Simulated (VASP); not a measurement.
The system is BCl3, in a box.

```
CELL_PARAMETERS angstrom
13.13393 0.00000 0.00000
0.00000 13.63393 0.00000
0.00000 0.00000 14.13393
ATOMIC_POSITIONS crystal
B 0.49998 0.50368 0.50001
Cl 0.42168 0.41371 0.45101
Cl 0.53523 0.49664 0.61878
Cl 0.54311 0.60064 0.43020
```

Base run:

```yaml
Program: VASP 6.6.1
Functional: PBE
Potentials_or_basis: VASP PAW PBE potentials, release 64 (B, Cl)
Cutoff: 400 eV
k_mesh: 1 × 1 × 1
Occupations: gaussian, width 0.01 eV
Spin: no spin polarisation
```

Its results: gap between the frontier levels 4.98 eV; largest force 0.017 eV/Å.

Problem. The run is repeated on the same cell with these changes: functional from PBE to RPBE. What comes out?

Solution. Gap between the frontier levels 5.04 eV; largest force 0.252 eV/Å.

Caveats: the PAW data sets were made with another functional, which shifts forces and pressure a little (some runs).

A k mesh can miss the band edges.

Not every run made on this cell is shown here.
